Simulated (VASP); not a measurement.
NaF:

```
Na F
1.0
     0.00000    2.31219    2.31219
     2.31219    0.00000    2.31219
     2.31219    2.31219    0.00000
Na F
1 1
Direct
  0.00000 0.00000 0.00000
  0.50000 0.50000 0.50000
```

Base run:

| Quantity | Value |
| --- | --- |
| Program | VASP 6.6.1 |
| Functional | PBEsol |
| Potentials or basis | VASP PAW PBE potentials, release 64 (Na_pv, F_h) |
| Cutoff | 900 eV |
| k mesh | 8 × 8 × 8 |
| Occupations | gaussian, width 0.02 eV |
| Spin | no spin polarisation |

Its results: band gap on the k mesh 6.20 eV, direct; pressure -0.4 GPa.

Q: The run is repeated on the same cell with these changes: potentials or basis from VASP PAW PBE potentials, release 64 (Na_pv, F_h) to VASP PAW PBE potentials, release 64 (Na_pv, F); cutoff from 900 eV to 520 eV; occupations from gaussian, width 0.02 eV to gaussian, width 0.5 eV. What comes out?

A: Band gap on the k mesh 6.19 eV, direct; pressure 0.1 GPa.

Caveats: the PAW data sets were made with another functional, which shifts forces and pressure a little; the cutoff is under 1.25 times the usual one of these potentials, so pressure, stress and relaxed cells hold a basis-set (Pulay) error (some runs).

